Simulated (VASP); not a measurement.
Input for VASP

File POSCAR:
```
LiF
1.0
  0.0000000000   2.0150000000   2.0150000000
  2.0150000000   0.0000000000   2.0150000000
  2.0150000000   2.0150000000   0.0000000000
Li F
1 1
direct
  0.0000000000   0.0000000000   0.0000000000
  0.5000000000   0.5000000000   0.5000000000
```

INCAR:
```
! general
SYSTEM=LiF
PREC  =Accurate
ENCUT =400   ! plane-wave cut-off (eV)
LREAL =F   ! projection in real space or not
LASPH =T

! electronic loop
EDIFF =1E-6   ! SCF stop (eV)
NELM  =100   ! most electronic steps
ALGO  =Normal

! smearing
ISMEAR=-1   ! Fermi-Dirac
SIGMA =0.01   ! width (eV)

! functional
GGA   =PS

! ions
ISIF  =2

! output
LWAVE =F
LCHARG=F
```

### KPOINTS
```
kpoints
0
G
  7 7 7
```

POTCAR, in this order: Li_sv F (PBE.64 set). Program: vasp_std.

Write an equivalent input for Ansatz.

One equivalent input (not run):
Ansatz 0.2 input:
```yaml
crystal:
  lattice:
    - [0.0000000, 2.0150000, 2.0150000]
    - [2.0150000, 0.0000000, 2.0150000]
    - [2.0150000, 2.0150000, 0.0000000]
  atoms:
    - { symbol: Li, position: [0.0000000, 0.0000000, 0.0000000] }
    - { symbol: F, position: [0.5000000, 0.5000000, 0.5000000] }
kpoints:
  mp_grid: { grid: [7, 7, 7] }
hamiltonian:
  xc: pbesol
  pseudopotentials: { kind: paw }
scf:
  occupations: { method: fermi_dirac, width: 0.01 }
  max_iter: 100
output: { forces: true, stress: true, eigenvalues: true }
```
Limits of the translation: each code has its own PAW files, so the cut-off isn't converted (ENCUT is set for VASP's; basis.ecutwfc is left out, and Ansatz then takes the one that its files recommend); Ansatz stops its SCF on the density residual and VASP on the energy change (EDIFF).

The structure is a typed LiF crystal (Fm-3m). The cell was not relaxed at this level. The run is one of a series of settings (GGA = PS against the base run), some of them coarse on purpose.
